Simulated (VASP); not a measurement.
Consider the following.

```
CELL_PARAMETERS angstrom
      0.00000     2.81500     2.81500
      2.81500     0.00000     2.81500
      2.81500     2.81500     0.00000
ATOMIC_POSITIONS crystal
  Be 0.00000 0.00000 0.00000
  Te 0.25000 0.25000 0.25000
```

These are PBE GGA, VASP's PBE PAW potentials (set 64) (plane waves; VASP 6.6.1) values and carry that method's errors. Run with PREC = Normal, 500 eV cut-off, 4×4×4 Γ-centred mesh, Gaussian smearing of 0.010 eV, potentials Be_sv_GW Te_GW.

Unless said otherwise, spin-orbit coupling is left out, though it shifts the bands of the heavy elements here.

Question: Predict the energy per atom (σ→0), pressure, band gap (on the k-mesh) with the smallest direct gap where there is one.

Answer: 
```yaml
band gap (on the k-mesh): 1.96 eV
smallest direct gap (on the k-mesh): 3.59 eV
energy per atom (σ→0): -701.5 kJ/mol-atom
pressure: -7.76 GPa
```

The compound is BeTe in the zinc blende structure. The cell was not relaxed at this level. The k-mesh is coarse (spacing up to 0.48 per Å, 2π included), so the numbers may not be converged in it.
